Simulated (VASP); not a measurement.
# ZnB (Pm-3m) in VASP: a series of runs

One crystal, ZnB, is run at these levels: LDA, PBE; tasks: band structure.

Program: VASP 6.6.1. These are calculated values, not measurements. Logs are shortened: lines on timing, memory, paths and dates and some standing lists are left out, and cuts for length are marked.

### Step 1. Starting point

The structure is cubic, space group Pm-3m (No. 221). Conventional cell: a = 2.807 Å, b = 2.807 Å, c = 2.807 Å, α = 90.00°, β = 90.00°, γ = 90.00°. Zn (site symmetry m-3m) is surrounded by 8 B at 2.43 Å. B (site symmetry m-3m) is surrounded by 8 Zn at 2.43 Å.

The cell was built by a generator and needn't be a form met in nature.

### Step 2. Band structure, LDA

INCAR

```
SYSTEM = ZnB
ALGO = Fast
EDIFF = 1E-6
ENCUT = 520
ISIF = 2
ISMEAR = -1
LASPH = .True.
LCHARG = .False.
LREAL = .False.
LWAVE = .False.
NBANDS = 14
NELM = 60
PREC = Accurate
SIGMA = 0.05
```

KPOINTS

```
k-points
0
Gamma
  9 9 9
  0 0 0
```

POSCAR

```
ZnB
1.0
    2.8073700000      0.0000000000      0.0000000000
    0.0000000000      2.8073700000      0.0000000000
    0.0000000000      0.0000000000      2.8073700000
Zn B
1 1
Direct
    0.0000000000      0.0000000000      0.0000000000
    0.5000000000      0.5000000000      0.5000000000
```

KPOINTS_OPT

```
path GXMGRX,MR
15
line-mode
reciprocal
 0.0000000000  0.0000000000  0.0000000000  G
 0.0000000000  0.5000000000  0.0000000000  X

 0.0000000000  0.5000000000  0.0000000000  X
 0.5000000000  0.5000000000  0.0000000000  M

 0.5000000000  0.5000000000  0.0000000000  M
 0.0000000000  0.0000000000  0.0000000000  G

 0.0000000000  0.0000000000  0.0000000000  G
 0.5000000000  0.5000000000  0.5000000000  R

 0.5000000000  0.5000000000  0.5000000000  R
 0.0000000000  0.5000000000  0.0000000000  X

 0.5000000000  0.5000000000  0.0000000000  M
 0.5000000000  0.5000000000  0.5000000000  R
```

Potentials or basis: VASP PAW LDA potentials, release 64 (Zn, B).

Started as:

```console
$ cat potpaw_LDA.64/Zn/POTCAR potpaw_LDA.64/B/POTCAR > POTCAR
$ mpirun -np 1 vasp_std > vasp.out
```

OUTCAR:

```text
SYSTEM = ZnB
   EDIFF = 1E-6
   ENCUT = 520
   ISIF = 2
   ISMEAR = -1
   LASPH = .True.
   LREAL = .False.
   NELM = 60
   PREC = Accurate

 ion  position               nearest neighbor table
   1  0.000  0.000  0.000-   2 2.43   2 2.43   2 2.43   2 2.43   2 2.43   2 2.43   2 2.43   2 2.43

   2  0.500  0.500  0.500-   1 2.43   1 2.43   1 2.43   1 2.43   1 2.43   1 2.43   1 2.43   1 2.43

  LATTYP: Found a simple cubic cell.
 ALAT       =     2.8073700000

  Lattice vectors:

 A1 = (   2.8073700000,   0.0000000000,   0.0000000000)
 A2 = (   0.0000000000,   2.8073700000,   0.0000000000)
 A3 = (   0.0000000000,   0.0000000000,   2.8073700000)

Analysis of symmetry for initial positions (statically):
=====================================================================
 Subroutine PRICEL returns:
 Original cell was already a primitive cell.

 Routine SETGRP: Setting up the symmetry group for a
 simple cubic supercell.

 Subroutine GETGRP returns: Found 48 space group operations
 (whereof 48 operations were pure point group operations)
 out of a pool of 48 trial point group operations.

The static configuration has the point symmetry O_h .

Analysis of symmetry for dynamics (positions and initial velocities):
=====================================================================
 Subroutine PRICEL returns:
 Original cell was already a primitive cell.

 Routine SETGRP: Setting up the symmetry group for a
 simple cubic supercell.

 Subroutine GETGRP returns: Found 48 space group operations
 (whereof 48 operations were pure point group operations)
 out of a pool of 48 trial point group operations.

The dynamic configuration has the point symmetry O_h .

 Subroutine INISYM returns: Found 48 space group operations
 (whereof 48 operations are pure point group operations),
 and found     1 'primitive' translations

----------------------------------------------------------------------------------------

                                     Primitive cell

  volume of cell :      22.1258

  direct lattice vectors                    reciprocal lattice vectors
     2.807370000  0.000000000  0.000000000     0.356205274  0.000000000  0.000000000
     0.000000000  2.807370000  0.000000000     0.000000000  0.356205274  0.000000000
     0.000000000  0.000000000  2.807370000     0.000000000  0.000000000  0.356205274

  length of vectors
     2.807370000  2.807370000  2.807370000     0.356205274  0.356205274  0.356205274

  position of ions in fractional coordinates (direct lattice)
     0.000000000  0.000000000  0.000000000
     0.500000000  0.500000000  0.500000000

  ion indices of the primitive-cell ions
   primitive index   ion index
                 1           1
                 2           2

----------------------------------------------------------------------------------------

 KPOINTS: k-points

Automatic generation of k-mesh.
 Grid dimensions read from file:
 generate k-points for:    9    9    9

 Generating k-lattice:

  Cartesian coordinates                     Fractional coordinates (reciprocal lattice)
     0.039578364  0.000000000  0.000000000     0.111111111  0.000000000  0.000000000
     0.000000000  0.039578364  0.000000000     0.000000000  0.111111111  0.000000000
     0.000000000  0.000000000  0.039578364     0.000000000  0.000000000  0.111111111

  Length of vectors
     0.039578364  0.039578364  0.039578364

  Shift w.r.t. Gamma in fractional coordinates (k-lattice)
     0.000000000  0.000000000  0.000000000

 Subroutine IBZKPT returns following result:
 ===========================================

 Found     35 irreducible k-points:

 Following reciprocal coordinates:
            Coordinates               Weight
  0.000000  0.000000  0.000000      1.000000
  0.111111  0.000000  0.000000      6.000000
  0.222222  0.000000  0.000000      6.000000
  0.333333  0.000000  0.000000      6.000000
  0.444444  0.000000  0.000000      6.000000
  0.111111  0.111111  0.000000     12.000000
[... 16 lines left out ...]
  0.333333  0.333333  0.111111     24.000000
  0.444444  0.333333  0.111111     48.000000
 [... further k-points ...]
   k-points           NKPTS =     35   k-points in BZ     NKDIM =     35   number of bands    NBANDS=     14
   number of dos      NEDOS =    301   number of ions     NIONS =      2
   total plane-waves  NPLWV =  13824
   dimension x,y,z NGX =    24 NGY =   24 NGZ =   24
   dimension x,y,z NGXF=    48 NGYF=   48 NGZF=   48
   ions per type =               1   1
   NGX,Y,Z   is equivalent  to a cutoff of  14.21, 14.21, 14.21 a.u.
   NGXF,Y,Z  is equivalent  to a cutoff of  28.42, 28.42, 28.42 a.u.
 SYSTEM =  ZnB
   PREC   = accura    normal or accurate (medium, high low for compatibility)
   ISTART =      0    job   : 0-new  1-cont  2-samecut
   ICHARG =      2    charge: 1-file 2-atom 10-const
   ISPIN  =      1    spin polarized calculation?
   LNONCOLLINEAR =      F non collinear calculations
   LSORBIT =      F    spin-orbit coupling
   LASPH  =      T    aspherical Exc in radial PAW
   ENCUT  =  520.0 eV  38.22 Ry    6.18 a.u.   5.22  5.22  5.22*2*pi/ulx,y,z
   NELM   =     60;   NELMIN=  2; NELMDL= -5     # of ELM steps
   EDIFF  = 0.1E-05   stopping-criterion for ELM
   LREAL  =      F    real-space projection
   EDIFFG = 0.1E-04   stopping-criterion for IOM
   NSW    =      0    number of steps for IOM
   IBRION =     -1    ionic relax: 0-MD 1-quasi-New 2-CG
   NFREE  =      0    steps in history (QN), initial steepest desc. (CG)
   ISIF   =      2    stress and relaxation
   ISYM   =      2    0-nonsym 1-usesym 2-fastsym
   POTIM  = 0.5000    time-step for ionic-motion
   TEBEG  =    0.0;   TEEND  =   0.0 temperature during run
   PSTRESS=    0.0 pullay stress
   NELECT =      15.0000    total number of electrons
   NUPDOWN=      -1.0000    fix difference up-down
   EMIN   =  10.00;   EMAX   =-10.00  energy-range for DOS
   EFERMI =   0.00;   METHOD = LEGACY
   ISMEAR =    -1;   SIGMA  =   0.05  broadening in eV -4-tet -1-fermi 0-gaus
   EFERMI_NEDOS =   21; number of points for ismear=-14 and -15
   IALGO  =     68    algorithm
   IMIX   =      4    mixing-type and parameters
     AMIX     =   0.40;   BMIX     =  1.00
     AMIX_MAG =   1.60;   BMIX_MAG =  1.00
  volume/ion in A,a.u.               =      11.06        74.66
  Fermi-wavevector in a.u.,A,eV,Ry     =   1.438155  2.717718 28.140778  2.068289
  Thomas-Fermi vector in A             =   2.557153
   LORBIT       =      0    0 simple, 1 ext, 2 COOP (PROOUT), +10 PAW based schemes
   GGA     = CA    functional components
   LHFCALC =     F    Hartree Fock is set to
   AEXX    =    0.0000 exact exchange contribution
   IVDW    =     0    specifies the selected vdW correction
   LEPSILON=     F    determine dielectric tensor
   LRPA    =     F    only Hartree local field effects (RPA)
 non-spin polarized calculation
 RMM-DIIS sequential band-by-band and
  energy-cutoff  :      520.00
  volume of cell :       22.13
 maximum number of plane-waves:       619
 NGX is ok and might be reduce to    24
   NGX = 11   NGY = 11   NGZ = 11

 number of electron      15.0000019 magnetization

 Free energy of the ion-electron system (eV)
  ---------------------------------------------------
  ext. energy  EPLUGINS =         0.00000000
  ---------------------------------------------------
  free energy    TOTEN  =        -6.80094584 eV

  energy without entropy =       -6.79212379  energy(sigma->0) =       -6.79653482

 E-fermi :   4.6884     XC(G=0): -12.1463

 val. band max:        4.6756431228   @ k =   0.4444   0.3333   0.3333
 cond. band min:       4.7651939798   @ k =   0.2222   0.2222   0.2222
 fundamental gap:      0.0895508570
 Fermi energy:         4.6883891993

 k-point     1 :       0.0000    0.0000    0.0000
  band No.  band energies     occupation
      1      -8.1136      2.00000
      2      -3.6538      2.00000
      3      -3.6538      2.00000
      4      -2.8224      2.00000
      5      -2.8224      2.00000
      6      -2.8224      2.00000
      7       6.4157      0.00000
      8       6.4157      0.00000
      9       6.4157      0.00000
     10      11.7355      0.00000
     11      14.4556      0.00000
     12      14.4556      0.00000
     13      21.6848      0.00000
     14      21.6848      0.00000

 k-point     2 :       0.1111    0.0000    0.0000
  band No.  band energies     occupation
      1      -7.8949      2.00000
      2      -3.6396      2.00000
      3      -3.6163      2.00000
      4      -2.8686      2.00000
      5      -2.8686      2.00000
      6      -2.8188      2.00000
      7       5.1130      0.00041
      8       6.6378      0.00000
      9       6.6378      0.00000
     10      12.0963      0.00000
     11      14.6230      0.00000
     12      15.4814      0.00000
     13      20.9732      0.00000
     14      20.9732      0.00000

 k-point     3 :       0.2222    0.0000    0.0000
  band No.  band energies     occupation
      1      -7.2491      2.00000
      2      -3.6037      2.00000
      3      -3.5301      2.00000
      4      -2.9815      2.00000
      5      -2.9815      2.00000
      6      -2.8099      2.00000
      7       2.7009      2.00000
      8       7.2534      0.00000
      9       7.2534      0.00000
     10      12.5668      0.00000
     11      15.1251      0.00000
     12      16.7404      0.00000
     13      19.2198      0.00000
     14      19.2198      0.00000
[... 324 lines left out ...]
 k-point    23 :       0.3333    0.3333    0.1111
  band No.  band energies     occupation
      1      -4.7347      2.00000
      2      -3.5422      2.00000
      3      -3.1722      2.00000
      4      -3.1661      2.00000
      5      -2.9295      2.00000
      6      -2.5558      2.00000
      7       1.6650      2.00000
      8       3.0513      2.00000
      9       8.0082      0.00000
     10       8.6364      0.00000
     11      14.3259      0.00000
     12      15.8442      0.00000
     13      18.7721      0.00000
     14      21.7186      0.00000

 k-point    24 :       0.4444    0.3333    0.1111
  band No.  band energies     occupation
      1      -4.4063      2.00000
      2      -3.4839      2.00000
      3      -3.2339      2.00000
      4      -3.1440      2.00000
      5      -2.8421      2.00000
      6      -1.5866      2.00000
      7       0.0744      2.00000
      8       3.6752      2.00000
      9       6.7828      0.00000
     10       8.4725      0.00000
     11      14.1898      0.00000
     12      15.4780      0.00000
     13      19.2300      0.00000
     14      21.8144      0.00000

 [... further k-points ...]
[... 5 lines left out ...]
  --------------------------------------------------------------------------------------
  -------------------------------------------------------------------------------------
  Total       -1.1001953     -1.1001953     -1.1001953      0.0000000      0.0000000     -0.0000000
  in kB      -79.6675392    -79.6675392    -79.6675392      0.0000000      0.0000000     -0.0000000
  external PRESSURE =     -79.6675392 kB  Pullay stress =       0.0000000 kB

 VOLUME and BASIS-vectors are now :
 -----------------------------------------------------------------------------
  energy-cutoff  :      520.00
  volume of cell :       22.13
      direct lattice vectors                 reciprocal lattice vectors
     2.807370000  0.000000000  0.000000000     0.356205274  0.000000000  0.000000000
     0.000000000  2.807370000  0.000000000     0.000000000  0.356205274  0.000000000
     0.000000000  0.000000000  2.807370000     0.000000000  0.000000000  0.356205274

 POSITION                                       TOTAL-FORCE (eV/Angst)
 -----------------------------------------------------------------------------------
      0.00000      0.00000      0.00000         0.000000      0.000000      0.000000
      1.40369      1.40369      1.40369         0.000000      0.000000      0.000000
 -----------------------------------------------------------------------------------
    total drift:                                0.000000      0.000000      0.000000

  FREE ENERGIE OF THE ION-ELECTRON SYSTEM (eV)
  ---------------------------------------------------
  free  energy   TOTEN  =        -6.8009458423 eV

  energy  without entropy=       -6.7921237898  energy(sigma->0) =       -6.79653482
```

Run time: 6.8 s. Hardware: 1 thread of Intel Xeon 6975P-C (Granite Rapids), shared host; peak memory 0.14 GiB.

Results:

```
Free energy             : -6.8009 eV
Pressure                : -8.0 GPa
Band gap along the path : none (metal or under the smearing width)
```

Levels at the corners of the path, in eV from the Fermi level:
| point | band 6 | band 7 | band 8 | band 9 | band 10 | band 11 |
| --- | --- | --- | --- | --- | --- | --- |
| Γ | -7.51 | 1.73 | 1.73 | 1.73 | 7.05 | 9.77 |
| X | -7.48 | -6.21 | 4.22 | 4.22 | 9.53 | 10.07 |
| X | -7.48 | -6.21 | 4.22 | 4.22 | 9.53 | 10.07 |
| M | -4.64 | -4.64 | -2.98 | -0.73 | 4.76 | 12.02 |
| M | -4.64 | -4.64 | -2.98 | -0.73 | 4.76 | 12.02 |
| Γ | -7.51 | 1.73 | 1.73 | 1.73 | 7.05 | 9.77 |
| Γ | -7.51 | 1.73 | 1.73 | 1.73 | 7.05 | 9.77 |
| R | -1.70 | -0.01 | -0.01 | -0.01 | 2.20 | 2.20 |
| R | -1.70 | -0.01 | -0.01 | -0.01 | 2.20 | 2.20 |
| X | -7.48 | -6.21 | 4.22 | 4.22 | 9.53 | 10.07 |
| M | -4.64 | -4.64 | -2.98 | -0.73 | 4.76 | 12.02 |
| R | -1.70 | -0.01 | -0.01 | -0.01 | 2.20 | 2.20 |

### Step 3. Band structure, PBE

Changes to INCAR since step 2:

```diff
@@ -4,2 +4,3 @@
 ENCUT = 520
+GGA = PE
 ISIF = 2
```

KPOINTS is that of step 2.

POSCAR is that of step 2.

KPOINTS_OPT is that of step 2.

Potentials or basis: VASP PAW PBE potentials, release 64 (Zn, B).

Started as:

```console
$ cat potpaw_PBE.64/Zn/POTCAR potpaw_PBE.64/B/POTCAR > POTCAR
$ mpirun -np 1 vasp_std > vasp.out
```

Run time: 6.9 s. Hardware: 1 thread of Intel Xeon 6975P-C (Granite Rapids), shared host; peak memory 0.15 GiB.

It converged, with:

| Item | Value |
| --- | --- |
| Free energy | -5.3727 eV |
| Pressure | 0.6 GPa |
| Band gap along the path | none (metal or under the smearing width) |

Levels at the corners of the path, in eV from the Fermi level:
| point | band 4 | band 5 | band 6 | band 7 | band 8 | band 9 | band 10 | band 11 | band 12 | band 13 |
| --- | --- | --- | --- | --- | --- | --- | --- | --- | --- | --- |
| Γ | -7.41 | -7.41 | -7.41 | 1.78 | 1.78 | 1.78 | 7.09 | 9.67 | 9.67 | 17.28 |
| X | -7.78 | -7.78 | -7.38 | -6.15 | 4.28 | 4.28 | 9.73 | 10.09 | 11.22 | 11.22 |
| X | -7.78 | -7.78 | -7.38 | -6.15 | 4.28 | 4.28 | 9.73 | 10.09 | 11.22 | 11.22 |
| M | -7.65 | -7.16 | -4.64 | -4.64 | -3.08 | -0.61 | 4.84 | 12.19 | 12.19 | 16.21 |
| M | -7.65 | -7.16 | -4.64 | -4.64 | -3.08 | -0.61 | 4.84 | 12.19 | 12.19 | 16.21 |
| Γ | -7.41 | -7.41 | -7.41 | 1.78 | 1.78 | 1.78 | 7.09 | 9.67 | 9.67 | 17.28 |
| Γ | -7.41 | -7.41 | -7.41 | 1.78 | 1.78 | 1.78 | 7.09 | 9.67 | 9.67 | 17.28 |
| R | -7.15 | -7.15 | -1.87 | -0.03 | -0.03 | -0.03 | 2.27 | 2.27 | 2.27 | 5.37 |
| R | -7.15 | -7.15 | -1.87 | -0.03 | -0.03 | -0.03 | 2.27 | 2.27 | 2.27 | 5.37 |
| X | -7.78 | -7.78 | -7.38 | -6.15 | 4.28 | 4.28 | 9.73 | 10.09 | 11.22 | 11.22 |
| M | -7.65 | -7.16 | -4.64 | -4.64 | -3.08 | -0.61 | 4.84 | 12.19 | 12.19 | 16.21 |
| R | -7.15 | -7.15 | -1.87 | -0.03 | -0.03 | -0.03 | 2.27 | 2.27 | 2.27 | 5.37 |
